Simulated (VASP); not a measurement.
OSZICAR of a VASP run on Ti (hcp):

### OSZICAR
```
       N       E                     dE             d eps       ncg     rms          rms(c)
DAV:   1     0.243552195003E+03    0.24355E+03   -0.13395E+04  3840   0.185E+03
DAV:   2     0.964339397731E+01   -0.23391E+03   -0.23265E+03  3904   0.487E+02
DAV:   3    -0.177629670168E+02   -0.27406E+02   -0.27196E+02  7592   0.136E+02
DAV:   4    -0.188475909960E+02   -0.10846E+01   -0.10846E+01  3976   0.286E+01
DAV:   5    -0.189058712323E+02   -0.58280E-01   -0.58280E-01  6272   0.454E+00    0.129E+01
DAV:   6    -0.166855512977E+02    0.22203E+01   -0.80277E+00  4520   0.336E+01    0.324E+00
DAV:   7    -0.166599411275E+02    0.25610E-01   -0.92013E-01  5784   0.816E+00    0.209E+00
DAV:   8    -0.166888992226E+02   -0.28958E-01   -0.23889E-01  4456   0.662E+00    0.752E-01
DAV:   9    -0.166792083122E+02    0.96909E-02   -0.56203E-02  4616   0.281E+00    0.738E-02
DAV:  10    -0.166795812165E+02   -0.37290E-03   -0.28671E-03  6016   0.429E-01    0.934E-02
DAV:  11    -0.166796198180E+02   -0.38601E-04   -0.22540E-04  4728   0.142E-01    0.315E-02
DAV:  12    -0.166796119772E+02    0.78408E-05   -0.38427E-05  4920   0.578E-02    0.456E-03
DAV:  13    -0.166796122642E+02   -0.28703E-06   -0.96571E-07  2960   0.997E-03
   1 F= -.16679612E+02 E0= -.16680363E+02  d E =-.166796E+02
```

Task: Which electronic solver shows in the log?

Result: It is blocked Davidson (ALGO = Normal, or the opening steps of other solvers). The INCAR had ALGO = Normal.

Task: Can the final energy be trusted as converged?

Result: Self-consistency was reached. It stopped with EDIFF = 1E-6, NELM = 100, NSW = 40 and EDIFFG = -0.02 after 1 ionic step (PBEsol GGA, plane waves, VASP's PBE PAW potentials (set 64)).

The compound is Ti in the hcp structure. It was relaxed first, which changed the volume by -5 %.
